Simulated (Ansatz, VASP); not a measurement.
# GeF2 (fluorite type (invented)): VASP beside Ansatz, part 2 of 2

Wanted: the spread between two codes on one cell, functional and k mesh. The cell is generated by rule, not measured, and may not be a known phase. The cell is taken from a series of runs on this material, whose earlier steps may have relaxed, scaled, displaced or heated it; both programs get it as it stands.

VASP 6.6.1 and Ansatz 0.2.0.

So far: The structure; VASP: relaxation of cell and atoms, LDA; Ansatz: relaxation of cell and atoms, LDA; Differences.

## (5) VASP: zone-centre phonons, LDA

Level of this step: LDA; plane waves and PAW (Ge_d, F); invented cell (VASP).

Second derivatives magnify differences that forces hide, and they need a tight electronic threshold.

INCAR reads:

```
SYSTEM = GeF2
PREC = Accurate
ENCUT = 600
EDIFF = 1E-08
NELM = 120
ISMEAR = 0
SIGMA = 0.01
LREAL = .FALSE.
ALGO = Normal
GGA = PW92
NBANDS = 20
LORBIT = 11
LWAVE = .FALSE.
LCHARG = .FALSE.
ISIF = 2
IBRION = 8
LEPSILON = .TRUE.
LASPH = .TRUE.
GGA_COMPAT = .FALSE.
EFERMI = MIDGAP
KPAR = 2
```

POSCAR reads:

```
GeF2
1.0
    0.0000000000      2.6899606658      2.6899606658
    2.6899606658      0.0000000000      2.6899606658
    2.6899606658      2.6899606658      0.0000000000
Ge F
1 2
Direct
    0.0000000000      0.0000000000      0.0000000000
    0.2500000000      0.2500000000      0.2500000000
    0.7500000000      0.7500000000      0.7500000000
```

KPOINTS reads:

```
Automatic mesh
0
Gamma
8 8 8
0 0 0
```

The projector-augmented-wave data sets are Ge_d and F (LDA family, release 64).

Started as:

```bash
mpirun -np 2 vasp_std
```

Numbers of over 12 decimals in the logs are rounded to 6 here.

The log of the run:

```text
[banner, memory and clock lines left out]
running    2 mpi-ranks, on    1 nodes
[...]
[... a notice as in an earlier step ...]

 LDA part: xc-table for (Slater(with rela. corr.)+PW92), standard interpolation
 POSCAR, INCAR and KPOINTS ok, starting setup
[...]
entering main loop
       N       E                     dE             d eps       ncg     rms          rms(c)
DAV:   1     0.286174566002E+03    0.28617E+03   -0.16131E+04  1392   0.356E+03
DAV:   2     0.183340687803E+02   -0.26784E+03   -0.25287E+03  1244   0.784E+02
DAV:   3    -0.159078500480E+02   -0.34242E+02   -0.33928E+02  1320   0.164E+02
DAV:   4    -0.170715208361E+02   -0.11637E+01   -0.11632E+01  1268   0.326E+01
[...]
DAV:  12    -0.156496212126E+02   -0.65208E-06   -0.27122E-06  1420   0.189E-02    0.144E-03
DAV:  13    -0.156496212031E+02    0.95306E-08   -0.19106E-07  1332   0.351E-03    0.320E-04
DAV:  14    -0.156496212039E+02   -0.84128E-09   -0.83067E-09   748   0.126E-03
   1 F= -.15649621E+02 E0= -.15649621E+02  d E =0.000000E+00
[...]
RMM:  17    -0.193319192464E+00    0.61611E-09   -0.25801E-08  4056   0.340E-05    0.374E-07
 first order change of Fermi-energy  -0.70176E-04
 force on displaced ion       1 direction 1 :   0.714   0.000   0.000
 Born effective charge ion    1 direction 1 :   3.518   0.000   0.000
 Linear response progress:
  Degree of freedom:   2/  2
       N       E                     dE             d eps       ncg     rms          rms(c)
RMM:   1    -0.528915837047E+00   -0.52892E+00    0.63914E-01  7363   0.432E+00
RMM:   2    -0.524770503637E+00    0.41453E-02   -0.63966E-03  6617   0.658E-01    0.794E-02
RMM:   3    -0.525823612234E+00   -0.10531E-02   -0.32998E-04  6729   0.152E-01    0.420E-02
RMM:   4    -0.527075621447E+00   -0.12520E-02   -0.18637E-04  6737   0.961E-02    0.752E-03
[...]
RMM:  12    -0.527091486774E+00   -0.10538E-06   -0.38474E-09  6449   0.569E-05    0.144E-06
RMM:  13    -0.527091502190E+00   -0.15416E-07    0.37509E-10  5612   0.445E-05    0.256E-07
RMM:  14    -0.527091498912E+00    0.32775E-08   -0.21313E-09  4378   0.400E-05    0.988E-08
 first order change of Fermi-energy   0.10761E-04
 force on displaced ion       2 direction 1 :  -2.309  -0.000  -0.000
 Born effective charge ion    2 direction 1 :  -1.759   0.000   0.000
 Born effective charges drift removed
 Linear response finished
```

Parts of OUTCAR (step 5):

```text
  Total       -0.0327938     -0.0327938     -0.0327938     -0.0000000      0.0000000      0.0000000
  in kB       -1.3496906     -1.3496906     -1.3496906     -0.0000000      0.0000000      0.0000000
  external PRESSURE =      -1.3496906 kB  Pullay stress =       0.0000000 kB

 POSITION                                       TOTAL-FORCE (eV/Angst)
 -----------------------------------------------------------------------------------
      0.00000      0.00000      0.00000         0.000000      0.000000      0.000000
      1.34498      1.34498      1.34498        -0.000000     -0.000000     -0.000000
      4.03494      4.03494      4.03494         0.000000      0.000000      0.000000
 -----------------------------------------------------------------------------------
    total drift:                                0.000000     -0.000000      0.000000

 MACROSCOPIC STATIC DIELECTRIC TENSOR (including local field effects in DFT)
 ------------------------------------------------------
           3.896951    -0.000000     0.000000
          -0.000000     3.896951     0.000000
          -0.000000    -0.000000     3.896951
 ------------------------------------------------------

 MACROSCOPIC STATIC DIELECTRIC TENSOR IONIC CONTRIBUTION
 ------------------------------------------------------
          75.471460     0.000000     0.000000
           0.000000    75.471460    -0.000000
           0.000000    -0.000000    75.471460
 ------------------------------------------------------

[... 1 part as in an earlier step ...]

[... 1 further part left out ...]
```

Energies printed during the response cycles are not total energies of the cell. With imaginary modes the cell is no minimum, so the ionic parts of its dielectric, piezoelectric and elastic tensors have no meaning.

## (6) Ansatz: zone-centre phonons, LDA

The same cell, functional (in two slightly different forms) and mesh now go to Ansatz, which takes its cutoff from its data sets.

The cell is taken from a series of runs on this material, whose earlier steps may have relaxed, scaled, displaced or heated it; both programs get it as it stands.

input.yaml reads:

```yaml
crystal:
  lattice:
    - [0.0, 2.6899606658, 2.6899606658]
    - [2.6899606658, 0.0, 2.6899606658]
    - [2.6899606658, 2.6899606658, 0.0]
  atoms:
    - { symbol: Ge, position: [0.0, 0.0, 0.0] }
    - { symbol: F, position: [0.25, 0.25, 0.25] }
    - { symbol: F, position: [0.75, 0.75, 0.75] }
kpoints:
  mp_grid: { grid: [8, 8, 8] }
hamiltonian:
  xc: lda
scf:
  occupations: { method: fixed }
output:
  eigenvalues: true
phonons:
  method: dfpt
  dielectric: true
  rigid_motions: translations
```

Started as:

```bash
ansatz run input.yaml --threads 2 --pin off --max-ram 5120MiB --backend cpu --events-out ev --progress --plain --runs-dir out
```

The log of the run:

```text
[...]
Crystal: 3 atoms, lattice volume = 38.929 Å³
Basis set: ecut = 420 eV, 749 PW (Γ), exchange–correlation on 54×54×54 points (8 copies of the dense FFT grid, shifted against one another)
Bands: 18, of which v1, the nominal top of the filled ones, is band 14 counted from 1 (13 counted from 0)
Symmetry: 48 space group operations
k-points: 95 of 512 (irreducible under 4 space group operations, time reversal used)
[...]
optical modes at Γ + LO–TO along q̂ = [1.0000, 0.0000, 0.0000]:
      ω (cm⁻¹)  modes    IR ((D/Å)²/amu)
[...]
optical modes at Γ + LO–TO along q̂ = [0.0000, 1.0000, 0.0000]:
      ω (cm⁻¹)  modes    IR ((D/Å)²/amu)
[...]
388.63      1            11.4875
  optical modes at Γ + LO–TO along q̂ = [0.0000, 0.0000, 1.0000]:
      ω (cm⁻¹)  modes    IR ((D/Å)²/amu)
       -101.61      2            22.9750
        269.43      3             0.0000
        388.63      1            11.4875
[key lines of the parts left out:]
SCF converged after 8 iterations
Free energy (F): -5803.382308 eV
Fermi energy:    5.248229 eV
```

## (7) Comparison

The two programs side by side:

| quantity | Ansatz | VASP | difference |
| --- | --- | --- | --- |
| ε∞ xx | 3.90 | 3.90 | +0.09 % |
| ε∞ yy | 3.90 | 3.90 | +0.09 % |
| ε∞ zz | 3.90 | 3.90 | +0.09 % |
| Born charge of Ge1 (mean of the diagonal) (e) | 3.52 | 3.52 | +0.01 |
| Born charge of F2 (mean of the diagonal) (e) | -1.76 | -1.76 | 0.00 |
| optical mode 1 to 3 (imaginary, printed as negative) (cm⁻¹) | -101.6 | -93.7 | -7.9 |
| optical mode 4 to 6 (cm⁻¹) | 269.4 | 268.7 | +0.27 % |

Modes are paired by rising frequency, not by their patterns, so a pair may set unlike modes beside each other; they are those without the splitting of longitudinal modes.

## (8) Summary of results

```yaml
difference_in_volume_relaxation_of_cell_and_atoms_lda: 0.14 %
r_m_s_difference_of_the_optical_zone_centre_modes_each_program_s_sorted_by_frequency_zone_centre_phonons_lda: 5.6 cm⁻¹
```

**Reading.** The difference in volume is 0.14 % (relaxation of cell and atoms, LDA), within the 1.2 % picked in this series as the mark of a large difference, as far as the stopping tolerances let one tell. 1 further pair of this series is not shown here. How closely two codes agree says nothing of how well the functional describes the real material.

[Lines on the potential files, build, host, timing and source positions are cut from VASP's logs without a mark.]

[Logs are printed without paths, hosts, clocks, repeated set-up lines and the standing remarks that a program may print on its own settings, such as how far it seeks lower states.]

[Hosts, paths, dates, database ids (printed as entryN), source tags and the programs' standing remarks are cut or masked in the printed files.]
